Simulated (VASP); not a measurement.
Wanted: the native input for a VASP 6.6.1 run.

```yaml
Task: relaxation of cell and atoms
Functional: PBE
Dispersion: D4
Potentials_or_basis: VASP PAW PBE potentials, release 64 (Ca_sv, Cu, H)
Cutoff: 600 eV
k_mesh: 6 × 6 × 6
Occupations: fermi-dirac, width 0.05 eV
Spin: no spin polarisation
Further_INCAR_settings: ALGO = Fast; EDIFF = 1e-06; IBRION = 2; EDIFFG = -0.005; NSW = 60; ISIF = 3
```

The structure of CaCuH2 lies in POSCAR:

```
CaCuH2
1.0
    1.9452400000      1.1230900000      4.3573800000
   -1.9452400000      1.1230900000      4.3573800000
    0.0000000000     -2.2461700000      4.3573800000
Ca Cu H
1 1 2
Direct
    0.5000000000      0.5000000000      0.5000000000
    0.0000000000      0.0000000000      0.0000000000
    0.8818100000      0.8818100000      0.8818100000
    0.1181900000      0.1181900000      0.1181900000
```

The cell was built by a generator and needn't be a form met in nature.

The input as run:

INCAR

```
SYSTEM = CaCuH2
  PREC = Accurate
  ENCUT = 600
  EDIFF = 1E-6
  ISMEAR = -1
  SIGMA = 0.05
  LREAL = .FALSE.
  LASPH = .TRUE.
  NELM = 100
  ALGO = Fast
  ISIF = 3
  LWAVE = .FALSE.
  LCHARG = .FALSE.
  GGA = PE
  IVDW = 13
  IBRION = 2
  NSW = 60
  EDIFFG = -0.005
```

KPOINTS

```
Automatic mesh
0
G
  6 6 6
  0 0 0
```

Potentials or basis: VASP PAW PBE potentials, release 64 (Ca_sv, Cu, H).

The run is started by

```sh
$ cat potpaw_PBE.64/Ca_sv/POTCAR potpaw_PBE.64/Cu/POTCAR potpaw_PBE.64/H/POTCAR > POTCAR
$ mpirun -np 1 vasp_std > vasp.out
```

It gave:

| Property | Result |
| --- | --- |
| Relaxed volume | 13.84 Å³/atom |
| Relaxed cell | a = 4.858 Å, b = 4.858 Å, c = 4.858 Å, α = 46.65°, β = 46.65°, γ = 46.65° |
| Space group after relaxing (to 0.05 Å) | R-3m (No. 166) |
| Energy gained by relaxing | 2.0 meV/atom |
| Ionic steps | 37 |
| Pressure after relaxing | 0.0 GPa |
| Largest force after relaxing | 0.004 eV/Å |
| Band gap on the k mesh | none (metal or under the smearing width) |
| Dispersion energy per atom | -0.136 eV |

Caveat: pairwise dispersion overbinds metals, which lowers pressure and volume.

It took 7.6 min on 1 thread of Intel(R) Xeon(R) 6975P-C (Granite Rapids) (shared host), peak memory 0.3 GiB.
